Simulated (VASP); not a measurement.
Computed with PBE GGA, VASP's PBE PAW potentials (set 64) (plane waves; VASP 6.6.1).

VASP input:

INCAR:
```
SYSTEM  =  LiCl
PREC  =  Accurate; ENCUT  =  600; LREAL  =  .FALSE.
LASPH  =  .TRUE.
EDIFF  =  1E-7; NELM  =  100; ALGO  =  Normal
ISMEAR  =  0; SIGMA  =  0.05
GGA  =  PE
ISIF  =  2
LWAVE  =  .FALSE.; LCHARG  =  .FALSE.
```

KPOINTS:
```
Regular mesh
0
G
  8 8 8
```

### POSCAR
```
LiCl
1.0
  0.0000000000   2.6471000000   2.6471000000
  2.6471000000   0.0000000000   2.6471000000
  2.6471000000   2.6471000000   0.0000000000
Li Cl
1 1
Cartesian
  0.0000000000   0.0000000000   0.0000000000
  2.6471000000   2.6471000000   2.6471000000
```

POTCAR, in this order: Li_sv Cl (PBE.64 set). Program: vasp_std.

The resulting files:

File OSZICAR:
```
       N       E                     dE             d eps       ncg     rms          rms(c)
DAV:   1     0.463533747227E+02    0.46353E+02   -0.43849E+03   522   0.110E+03
DAV:   2    -0.515006707013E+01   -0.51503E+02   -0.49606E+02   730   0.168E+02
DAV:   3    -0.738375292295E+01   -0.22337E+01   -0.22321E+01   654   0.418E+01
DAV:   4    -0.743921480137E+01   -0.55462E-01   -0.55364E-01   798   0.618E+00
DAV:   5    -0.743971529448E+01   -0.50049E-03   -0.50048E-03   690   0.566E-01    0.231E+00
DAV:   6    -0.735740356847E+01    0.82312E-01   -0.21492E-01   595   0.258E+00    0.165E+00
DAV:   7    -0.735880650891E+01   -0.14029E-02   -0.62400E-02   747   0.160E+00    0.916E-01
DAV:   8    -0.736384702425E+01   -0.50405E-02   -0.97780E-03   575   0.871E-01    0.146E-01
DAV:   9    -0.736384893854E+01   -0.19143E-05   -0.36141E-04   714   0.173E-01    0.537E-02
DAV:  10    -0.736394901920E+01   -0.10008E-03   -0.15587E-04   569   0.108E-01    0.304E-02
DAV:  11    -0.736395104643E+01   -0.20272E-05   -0.83462E-06   795   0.248E-02    0.303E-03
DAV:  12    -0.736395172598E+01   -0.67955E-06   -0.56873E-07   584   0.645E-03    0.398E-03
DAV:  13    -0.736395154944E+01    0.17654E-06   -0.19417E-07   538   0.349E-03    0.460E-04
DAV:  14    -0.736395152924E+01    0.20191E-07   -0.74124E-09   273   0.864E-04
   1 F= -.73639515E+01 E0= -.73639515E+01  d E =-.289396E-27
```

**OUTCAR**
```
------------------------ aborting loop because EDIFF is reached ----------------------------------------
  FORCE on cell =-STRESS in cart. coord.  units (eV):
  Direction    XX          YY          ZZ          XY          YZ          ZX
  --------------------------------------------------------------------------------------
  Total       -0.5291915     -0.5291915     -0.5291915      0.0000000     -0.0000000      0.0000000
  in kB      -22.8550618    -22.8550618    -22.8550618      0.0000000     -0.0000000      0.0000000
  external PRESSURE =     -22.8550618 kB  Pullay stress =       0.0000000 kB
  volume of cell :       37.10
      direct lattice vectors                 reciprocal lattice vectors
     0.000000000  2.647100000  2.647100000    -0.188885951  0.188885951  0.188885951
     2.647100000  0.000000000  2.647100000     0.188885951 -0.188885951  0.188885951
     2.647100000  2.647100000  0.000000000     0.188885951  0.188885951 -0.188885951
  FREE ENERGIE OF THE ION-ELECTRON SYSTEM (eV)
  ---------------------------------------------------
  free  energy   TOTEN  =        -7.3639515292 eV

  energy  without entropy=       -7.3639515292  energy(sigma->0) =       -7.36395153
```
(Selected blocks of OUTCAR.)

The compound is LiCl in the rock salt structure. This cell was strained or had an atom moved on purpose.
